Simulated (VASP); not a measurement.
```xyz
1
Lattice="0.0000 2.0250 2.0250 2.0250 0.0000 2.0250 2.0250 2.0250 0.0000" Properties=species:S:1:pos:R:3 pbc="T T T"
Al     0.0000     0.0000     0.0000
```

These are PBE GGA, VASP's PBE PAW potentials (set 64) (plane waves; VASP) values and carry that method's errors. Numerical set-up: 520 eV cut-off, 14×14×14 Γ-centred mesh, first-order Methfessel-Paxton smearing of 0.10 eV, potentials Al.

Q: The ions, cell shape and volume are relaxed. Which structure does the run end with?

A: 
```xyz
1
Lattice="0.0000 2.0179 2.0179 2.0179 0.0000 2.0179 2.0179 2.0179 0.0000" Properties=species:S:1:pos:R:3 pbc="T T T"
Al     0.0000     0.0000     0.0000
```
Space group Fm-3m (225), at a tolerance of 0.03 Å.

Q: How do energy and volume change from the first to the last step?

A: The energy (σ→0) changes by -0.5 meV/atom and the volume by -1.0 %, in 3 ionic steps.

```tsv
step	E(σ→0) (eV)	max force (eV/Å)	pressure (GPa)	volume (Å³)
1	-3.7378	0.000	-0.82	16.61
2	-3.7383	0.000	0.15	16.40
3	-3.7383	0.000	0.01	16.43
```

The compound is Al in the fcc structure. This run relaxes it. Symmetry was kept, so distortions that lower it aren't found.
